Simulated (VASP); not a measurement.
# RbYMg6 (Amm2) in VASP: reference runs

Reference runs on RbYMg6: the cell as given and a disturbed copy.

Everything below comes from runs of VASP 6.6.1. Logs are shortened: lines on timing, memory, paths and dates and some standing lists are left out, and cuts for length are marked.

**1. Starting point**

The structure is orthorhombic, space group Amm2 (No. 38). Conventional cell: a = 5.472 Å, b = 7.057 Å, c = 11.765 Å, α = 90.00°, β = 90.00°, γ = 90.00°. Y (site symmetry mm2) is surrounded by 10 Mg at 3.25 to 3.61 Å and 2 Rb at 3.62 Å. Around Rb (site symmetry mm2) lie 10 Mg at 3.37 to 3.53 Å and 2 Y at 3.62 Å. Around Mg (site symmetry mm2) lie 10 Mg at 3.33 to 3.44 Å and 2 Rb at 3.53 Å. Mg (site symmetry m) is surrounded by 2 Y at 3.28 Å and 8 Mg at 3.32 to 3.74 Å and 2 Rb at 3.37 to 3.50 Å. Around Mg (site symmetry mm2) lie 10 Mg at 3.41 to 3.44 Å and 2 Y at 3.53 Å. Around Mg (site symmetry m) lie 2 Y at 3.25 to 3.61 Å and 7 Mg at 3.31 to 3.43 Å and 2 Rb at 3.40 Å.

The cell comes from a database or a generator and needn't be the stable form of this composition.

**2. Single point, PBE**

INCAR

```
SYSTEM = RbYMg6
ALGO = Normal ; EDIFF = 1E-7
ENCUT = 520 ; GGA = PE
ISIF = 2 ; ISMEAR = -1
LASPH = .True. ; LCHARG = .False.
LREAL = .False. ; LWAVE = .False.
NBANDS = 26 ; NELM = 100
PREC = Accurate ; SIGMA = 0.05
```

KPOINTS

```
k-points
0
Gamma
  5 5 5
  0 0 0
```

POSCAR

```
RbYMg6
1.0
    5.4724020000      0.0000000000      0.0000000000
    0.0000000000      3.5283340000      5.8827210000
    0.0000000000     -3.5283340000      5.8827210000
Y Rb Mg
1 1 6
Direct
    0.5000000000      0.3493590000      0.3493590000
    0.0000000000      0.1483530000      0.1483530000
    0.0000000000      0.6653070000      0.6653070000
    0.0000000000      0.1752200000      0.6457080000
    0.0000000000      0.6457080000      0.1752200000
    0.5000000000      0.8423840000      0.8423840000
    0.5000000000      0.3526540000      0.8210160000
    0.5000000000      0.8210160000      0.3526540000
```

Potentials or basis: VASP PAW PBE potentials, release 64 (Y_sv, Rb_sv, Mg).

Started as:

```sh
$ cat potpaw_PBE.64/Y_sv/POTCAR potpaw_PBE.64/Rb_sv/POTCAR potpaw_PBE.64/Mg/POTCAR > POTCAR
$ mpirun -np 1 vasp_std > vasp.out
```

OUTCAR:

```text
SYSTEM = RbYMg6
   EDIFF = 1E-7
   ENCUT = 520
   GGA = PE
   ISIF = 2
   ISMEAR = -1
   LASPH = .True.
   LREAL = .False.
   NELM = 100
   PREC = Accurate

 ion  position               nearest neighbor table
   1  0.500  0.349  0.349-   7 3.25   8 3.25   4 3.28   5 3.28   4 3.28   5 3.28   6 3.53   6 3.53
                             7 3.61   8 3.61   2 3.62   2 3.62
   2  0.000  0.148  0.148-   4 3.37   5 3.37   7 3.40   8 3.40   7 3.40   8 3.40   4 3.50   5 3.50
                             3 3.53   3 3.53   1 3.62   1 3.62   6 4.52   6 4.52
   3  0.000  0.665  0.665-   7 3.33   8 3.33   7 3.33   8 3.33   4 3.43   5 3.43   4 3.44   5 3.44
                             6 3.44   6 3.44   2 3.53   2 3.53
   4  0.000  0.175  0.646-   1 3.28   1 3.28   5 3.32   2 3.37   6 3.41   6 3.41   3 3.43   7 3.43
                             7 3.43   3 3.44   2 3.50
   5  0.000  0.646  0.175-   1 3.28   1 3.28   4 3.32   2 3.37   6 3.41   6 3.41   3 3.43   8 3.43
                             8 3.43   3 3.44   2 3.50
   6  0.500  0.842  0.842-   4 3.41   5 3.41   4 3.41   5 3.41   7 3.43   8 3.43   7 3.43   8 3.43
                             3 3.44   3 3.44   1 3.53   1 3.53   2 4.52   2 4.52
   7  0.500  0.353  0.821-   1 3.25   8 3.31   3 3.33   3 3.33   2 3.40   2 3.40   6 3.43   6 3.43
                             4 3.43   4 3.43   1 3.61
   8  0.500  0.821  0.353-   1 3.25   7 3.31   3 3.33   3 3.33   2 3.40   2 3.40   6 3.43   6 3.43
                             5 3.43   5 3.43   1 3.61

  LATTYP: Found a base centered orthorhombic cell.
 ALAT       =     7.0566680000
 B/A-ratio  =     1.6672800818
 C/A-ratio  =     0.7754937599

  Lattice vectors:

 A1 = (   0.0000000000,   3.5283340000,  -5.8827210000)
 A2 = (   0.0000000000,   3.5283340000,   5.8827210000)
 A3 = (   5.4724020000,   0.0000000000,   0.0000000000)

Analysis of symmetry for initial positions (statically):
=====================================================================
 Subroutine PRICEL returns:
 Original cell was already a primitive cell.

 Routine SETGRP: Setting up the symmetry group for a
 base centered orthorhombic supercell.

 Subroutine GETGRP returns: Found  4 space group operations
 (whereof  4 operations were pure point group operations)
 out of a pool of  8 trial point group operations.

The static configuration has the point symmetry C_2v.

Analysis of symmetry for dynamics (positions and initial velocities):
=====================================================================
 Subroutine PRICEL returns:
 Original cell was already a primitive cell.

 Routine SETGRP: Setting up the symmetry group for a
 base centered orthorhombic supercell.

 Subroutine GETGRP returns: Found  4 space group operations
 (whereof  4 operations were pure point group operations)
 out of a pool of  8 trial point group operations.

The dynamic configuration has the point symmetry C_2v.

 Subroutine INISYM returns: Found  4 space group operations
 (whereof  4 operations are pure point group operations),
 and found     1 'primitive' translations

----------------------------------------------------------------------------------------

                                     Primitive cell

  volume of cell :     227.1726

  direct lattice vectors                    reciprocal lattice vectors
     5.472402000  0.000000000  0.000000000     0.182735113  0.000000000  0.000000000
     0.000000000  3.528334000  5.882721000     0.000000000  0.141709940  0.084994682
     0.000000000 -3.528334000  5.882721000     0.000000000 -0.141709940  0.084994682

  length of vectors
     5.472402000  6.859704599  6.859704599     0.182735113  0.165244676  0.165244676

  position of ions in fractional coordinates (direct lattice)
     0.500000000  0.349359000  0.349359000
     0.000000000  0.148353000  0.148353000
     0.000000000  0.665307000  0.665307000
     0.000000000  0.175220000  0.645708000
     0.000000000  0.645708000  0.175220000
     0.500000000  0.842384000  0.842384000
     0.500000000  0.352654000  0.821016000
     0.500000000  0.821016000  0.352654000

  ion indices of the primitive-cell ions
   primitive index   ion index
                 1           1
                 2           2
                 3           3
                 4           4
                 5           5
                 6           6
                 7           7
                 8           8

----------------------------------------------------------------------------------------

 KPOINTS: k-points

Automatic generation of k-mesh.
 Grid dimensions read from file:
 generate k-points for:    5    5    5

 Generating k-lattice:

  Cartesian coordinates                     Fractional coordinates (reciprocal lattice)
     0.036547023  0.000000000  0.000000000     0.200000000  0.000000000  0.000000000
     0.000000000  0.028341988  0.016998936     0.000000000  0.200000000  0.000000000
     0.000000000 -0.028341988  0.016998936     0.000000000  0.000000000  0.200000000

  Length of vectors
     0.036547023  0.033048935  0.033048935

  Shift w.r.t. Gamma in fractional coordinates (k-lattice)
     0.000000000  0.000000000  0.000000000

 Subroutine IBZKPT returns following result:
 ===========================================

 Found     27 irreducible k-points:

 Following reciprocal coordinates:
            Coordinates               Weight
  0.000000  0.000000  0.000000      1.000000
  0.200000  0.000000  0.000000      2.000000
  0.400000  0.000000  0.000000      2.000000
  0.000000  0.200000  0.000000      4.000000
  0.200000  0.200000  0.000000      8.000000
  0.400000  0.200000  0.000000      8.000000
[... 16 lines left out ...]
  0.200000  0.400000  0.400000      4.000000
  0.400000  0.400000  0.400000      4.000000
 [... further k-points ...]
   k-points           NKPTS =     27   k-points in BZ     NKDIM =     27   number of bands    NBANDS=     26
   number of dos      NEDOS =    301   number of ions     NIONS =      8
   total plane-waves  NPLWV = 122472
   dimension x,y,z NGX =    42 NGY =   54 NGZ =   54
   dimension x,y,z NGXF=    84 NGYF=  108 NGZF=  108
   ions per type =               1   1   6
   NGX,Y,Z   is equivalent  to a cutoff of  12.76, 13.09, 13.09 a.u.
   NGXF,Y,Z  is equivalent  to a cutoff of  25.52, 26.17, 26.17 a.u.
 SYSTEM =  RbYMg6
   PREC   = accura    normal or accurate (medium, high low for compatibility)
   ISTART =      0    job   : 0-new  1-cont  2-samecut
   ICHARG =      2    charge: 1-file 2-atom 10-const
   ISPIN  =      1    spin polarized calculation?
   LNONCOLLINEAR =      F non collinear calculations
   LSORBIT =      F    spin-orbit coupling
   LASPH  =      T    aspherical Exc in radial PAW
   ENCUT  =  520.0 eV  38.22 Ry    6.18 a.u.  10.18 12.75 12.75*2*pi/ulx,y,z
   NELM   =    100;   NELMIN=  2; NELMDL= -5     # of ELM steps
   EDIFF  = 0.1E-06   stopping-criterion for ELM
   LREAL  =      F    real-space projection
   EDIFFG = 0.1E-05   stopping-criterion for IOM
   NSW    =      0    number of steps for IOM
   IBRION =     -1    ionic relax: 0-MD 1-quasi-New 2-CG
   NFREE  =      0    steps in history (QN), initial steepest desc. (CG)
   ISIF   =      2    stress and relaxation
   ISYM   =      2    0-nonsym 1-usesym 2-fastsym
   POTIM  = 0.5000    time-step for ionic-motion
   TEBEG  =    0.0;   TEEND  =   0.0 temperature during run
   PSTRESS=    0.0 pullay stress
   NELECT =      32.0000    total number of electrons
   NUPDOWN=      -1.0000    fix difference up-down
   EMIN   =  10.00;   EMAX   =-10.00  energy-range for DOS
   EFERMI =   0.00;   METHOD = LEGACY
   ISMEAR =    -1;   SIGMA  =   0.05  broadening in eV -4-tet -1-fermi 0-gaus
   EFERMI_NEDOS =   21; number of points for ismear=-14 and -15
   IALGO  =     38    algorithm
   IMIX   =      4    mixing-type and parameters
     AMIX     =   0.40;   BMIX     =  1.00
     AMIX_MAG =   1.60;   BMIX_MAG =  1.00
  volume/ion in A,a.u.               =      28.40       191.63
  Fermi-wavevector in a.u.,A,eV,Ry     =   0.851804  1.609676  9.871973  0.725570
  Thomas-Fermi vector in A             =   1.967993
   LORBIT       =      0    0 simple, 1 ext, 2 COOP (PROOUT), +10 PAW based schemes
   GGA     = PE    functional components
   LHFCALC =     F    Hartree Fock is set to
   AEXX    =    0.0000 exact exchange contribution
   IVDW    =     0    specifies the selected vdW correction
   LEPSILON=     F    determine dielectric tensor
   LRPA    =     F    only Hartree local field effects (RPA)
 non-spin polarized calculation
  energy-cutoff  :      520.00
  volume of cell :      227.17
 maximum number of plane-waves:      6137
 NGX is ok and might be reduce to    42
   NGX = 21   NGY = 25   NGZ = 25

 number of electron      32.0000000 magnetization

 Free energy of the ion-electron system (eV)
  ---------------------------------------------------
  ext. energy  EPLUGINS =         0.00000000
  ---------------------------------------------------
  free energy    TOTEN  =       -14.60503764 eV

  energy without entropy =      -14.55573840  energy(sigma->0) =      -14.58038802

 E-fermi :   2.1449     XC(G=0):  -8.3029

 val. band max:        2.1318324261   @ k =   0.0000   0.4000   0.2000
 cond. band min:       2.1573966707   @ k =   0.4000   0.2000   0.0000
 fundamental gap:      0.0255642446
 Fermi energy:         2.1448653882

 k-point     1 :       0.0000    0.0000    0.0000
  band No.  band energies     occupation
      1     -41.0624      2.00000
      2     -25.4857      2.00000
      3     -21.0897      2.00000
      4     -21.0545      2.00000
      5     -20.9924      2.00000
      6      -9.7772      2.00000
[... 18 lines left out ...]
     25       5.2497      0.00000
     26       5.3040      0.00000

 k-point     2 :       0.2000    0.0000    0.0000
  band No.  band energies     occupation
      1     -41.0624      2.00000
      2     -25.4855      2.00000
      3     -21.0904      2.00000
      4     -21.0548      2.00000
      5     -20.9923      2.00000
      6      -9.7744      2.00000
[... 630 lines left out ...]
 k-point    24 :       0.4000    0.4000    0.4000
  band No.  band energies     occupation
      1     -41.0624      2.00000
      2     -25.4852      2.00000
      3     -21.0917      2.00000
      4     -21.0557      2.00000
      5     -20.9922      2.00000
      6      -9.7845      2.00000
[... 18 lines left out ...]
     25       4.9950      0.00000
     26       5.8460      0.00000

 [... further k-points ...]

------------------------ aborting loop because EDIFF is reached ----------------------------------------

  FORCE on cell =-STRESS in cart. coord.  units (eV):
  Direction    XX          YY          ZZ          XY          YZ          ZX
  --------------------------------------------------------------------------------------
  -------------------------------------------------------------------------------------
  Total       -0.0248334     -0.0061779      0.2663321      0.0000000      0.0000000      0.0000000
  in kB       -0.1751424     -0.0435707      1.8783569      0.0000000      0.0000000      0.0000000
  external PRESSURE =       0.5532146 kB  Pullay stress =       0.0000000 kB

 VOLUME and BASIS-vectors are now :
 -----------------------------------------------------------------------------
  energy-cutoff  :      520.00
  volume of cell :      227.17
      direct lattice vectors                 reciprocal lattice vectors
     5.472402000  0.000000000  0.000000000     0.182735113  0.000000000  0.000000000
     0.000000000  3.528334000  5.882721000     0.000000000  0.141709940  0.084994682
     0.000000000 -3.528334000  5.882721000     0.000000000 -0.141709940  0.084994682

 POSITION                                       TOTAL-FORCE (eV/Angst)
 -----------------------------------------------------------------------------------
      2.73620      0.00000      4.11036         0.000000      0.000000      0.027176
      0.00000      0.00000      1.74544         0.000000      0.000000     -0.103431
      0.00000      0.00000      7.82763         0.000000      0.000000      0.003624
      0.00000     -1.66004      4.82929         0.000000     -0.028168     -0.033408
      0.00000      1.66004      4.82929         0.000000      0.028168     -0.033408
      2.73620      0.00000      9.91102         0.000000      0.000000      0.047936
      2.73620     -1.65254      6.90437         0.000000      0.134306      0.045756
      2.73620      1.65254      6.90437         0.000000     -0.134306      0.045756
 -----------------------------------------------------------------------------------
    total drift:                                0.000000      0.000000      0.000289

  FREE ENERGIE OF THE ION-ELECTRON SYSTEM (eV)
  ---------------------------------------------------
  free  energy   TOTEN  =       -14.6050376387 eV

  energy  without entropy=      -14.5557384002  energy(sigma->0) =      -14.58038802
```

Wall time 5.2 min (1 thread of Intel Xeon Platinum 8259CL at 2.50GHz (Skylake/Cascade Lake), shared host); peak memory 0.45 GiB.

Results:

| Property | Result |
| --- | --- |
| Free energy | -14.6050 eV |
| Pressure | 0.1 GPa |
| Largest force | 0.142 eV/Å |
| Band gap on the k mesh | none (metal or under the smearing width) |

Forces on the atoms (eV/Å):
```
Y    0.000  0.000  0.027
Rb   0.000  0.000 -0.103
Mg   0.000  0.000  0.004
Mg   0.000 -0.028 -0.033
Mg   0.000  0.028 -0.033
Mg   0.000  0.000  0.048
Mg   0.000  0.134  0.046
Mg   0.000 -0.134  0.046
```

Levels at points of the mesh, in eV from the Fermi level:
```
           k point  band 14  band 15  band 16  band 17  band 18  band 19
(0.00, 0.00, 0.00)    -1.32    -0.77    -0.44     0.09     0.39     1.06
```

**3. Single point, PBE (atoms moved at random, drawn with an rms of 0.05 Å)**

INCAR

```
SYSTEM = RbYMg6
PREC = Accurate
ENCUT = 520
EDIFF = 1E-7
ISMEAR = -1
SIGMA = 0.05
LREAL = .False.
LASPH = .True.
NELM = 80
ALGO = Normal
ISIF = 2
LWAVE = .False.
LCHARG = .True.
GGA = PE
LELF = .True.
LVHAR = .True.
NBANDS = 26
```

KPOINTS

```
Automatic mesh
0
Gamma
  5 5 5
  0 0 0
```

POSCAR

```
RbYMg6
1.0
    5.4724020000      0.0000000000      0.0000000000
    0.0000000000      3.5283340000      5.8827210000
    0.0000000000     -3.5283340000      5.8827210000
Y Rb Mg
1 1 6
Direct
    0.5012060000      0.3426240000      0.3459570000
   -0.0022010000      0.1465370000      0.1521920000
   -0.0023080000      0.6622100000      0.6708480000
    0.0017710000      0.1710680000      0.6499120000
    0.0076370000      0.6435540000      0.1744400000
    0.4930850000      0.8338040000      0.8501550000
    0.4912080000      0.3509470000      0.8209200000
    0.5013540000      0.8303080000      0.3503260000
```

Potentials or basis: VASP PAW PBE potentials, release 64 (Y_sv, Rb_sv, Mg).

Started as:

```sh
$ cat potpaw_PBE.64/Y_sv/POTCAR potpaw_PBE.64/Rb_sv/POTCAR potpaw_PBE.64/Mg/POTCAR > POTCAR
$ mpirun -np 1 vasp_std > vasp.out
```

OUTCAR:

```text
SYSTEM = RbYMg6
   PREC = Accurate
   ENCUT = 520
   EDIFF = 1E-7
   ISMEAR = -1
   LREAL = .False.
   LASPH = .True.
   NELM = 80
   ISIF = 2
   GGA = PE

 ion  position               nearest neighbor table
   1  0.501  0.343  0.346-   5 3.26   7 3.29   4 3.30   4 3.31   5 3.32   8 3.36   6 3.48   8 3.50
                             2 3.56   6 3.57   7 3.58   2 3.58
   2  0.998  0.147  0.152-   8 3.34   4 3.37   8 3.37   7 3.38   5 3.38   7 3.44   5 3.48   4 3.50
                             3 3.52   3 3.54   1 3.56   1 3.58   6 4.52   6 4.55
   3  0.998  0.662  0.671-   7 3.29   8 3.34   7 3.35   8 3.37   5 3.40   6 3.41   4 3.43   4 3.44
                             6 3.45   5 3.47   2 3.52   2 3.54
   4  0.002  0.171  0.650-   1 3.30   1 3.31   5 3.34   2 3.37   7 3.38   6 3.39   3 3.43   3 3.44
                             6 3.46   7 3.47   2 3.50
   5  0.008  0.644  0.174-   1 3.26   6 3.31   1 3.32   4 3.34   2 3.38   3 3.40   6 3.44   8 3.44
                             3 3.47   2 3.48   8 3.50
   6  0.493  0.834  0.850-   5 3.31   4 3.39   3 3.41   7 3.41   8 3.42   8 3.44   5 3.44   3 3.45
                             7 3.46   4 3.46   1 3.48   1 3.57   2 4.52   2 4.55
   7  0.491  0.351  0.821-   1 3.29   3 3.29   3 3.35   8 3.35   2 3.38   4 3.38   6 3.41   2 3.44
                             6 3.46   4 3.47   1 3.58
[... 901 lines left out ...]
     25       4.9298      0.00000
     26       5.1636      0.00000

 [... further k-points ...]

------------------------ aborting loop because EDIFF is reached ----------------------------------------

  FORCE on cell =-STRESS in cart. coord.  units (eV):
  Direction    XX          YY          ZZ          XY          YZ          ZX
  --------------------------------------------------------------------------------------
  -------------------------------------------------------------------------------------
  Total        0.0601297     -0.2643582      0.2115265      0.0123883     -0.0261815     -0.0820635
  in kB        0.4240758     -1.8644358      1.4918302      0.0873707     -0.1846503     -0.5787683
  external PRESSURE =       0.0171567 kB  Pullay stress =       0.0000000 kB

 VOLUME and BASIS-vectors are now :
 -----------------------------------------------------------------------------
  energy-cutoff  :      520.00
  volume of cell :      227.17
      direct lattice vectors                 reciprocal lattice vectors
     5.472402000  0.000000000  0.000000000     0.182735113  0.000000000  0.000000000
     0.000000000  3.528334000  5.882721000     0.000000000  0.141709940  0.084994682
     0.000000000 -3.528334000  5.882721000     0.000000000 -0.141709940  0.084994682

 POSITION                                       TOTAL-FORCE (eV/Angst)
 -----------------------------------------------------------------------------------
      2.74280     -0.01176      4.05073         0.032876      0.009661      0.286207
      5.46036     -0.01995      1.75734        -0.007948      0.025214     -0.168195
      5.45977     -0.03048      7.84201        -0.026328      0.031772     -0.005567
      0.00969     -1.68952      4.82960        -0.030825      0.005702     -0.038583
      0.04179      1.65519      4.81203        -0.090410      0.003841      0.016487
      2.69836     -0.05769      9.90626         0.073134      0.080955      0.039242
      2.68809     -1.65822      6.89377         0.087127      0.134937      0.004606
      2.74361      1.69354      6.94534        -0.037625     -0.292082     -0.134198
 -----------------------------------------------------------------------------------
    total drift:                               -0.000004     -0.000016      0.000309

  FREE ENERGIE OF THE ION-ELECTRON SYSTEM (eV)
  ---------------------------------------------------
  free  energy   TOTEN  =       -14.5741339887 eV

  energy  without entropy=      -14.5240446620  energy(sigma->0) =      -14.54908933
```

Run time: 10 min. Hardware: 1 thread of Intel Xeon Platinum 8259CL at 2.50GHz (Skylake/Cascade Lake), shared host; peak memory 0.62 GiB.

Results:

```
Free energy            : -14.5741 eV
Pressure               : 0.0 GPa
Largest force          : 0.324 eV/Å
Band gap on the k mesh : none (metal or under the smearing width)
```

Forces on the atoms (eV/Å):
```
Y    0.033  0.010  0.286
Rb  -0.008  0.025 -0.168
Mg  -0.026  0.032 -0.006
Mg  -0.031  0.006 -0.039
Mg  -0.090  0.004  0.016
Mg   0.073  0.081  0.039
Mg   0.087  0.135  0.005
Mg  -0.038 -0.292 -0.134
```

Levels at points of the mesh, in eV from the Fermi level:
```csv
k point,band 14,band 15,band 16,band 17,band 18,band 19
"(0.00, 0.00, 0.00)",-1.33,-0.75,-0.46,0.07,0.39,1.07
```
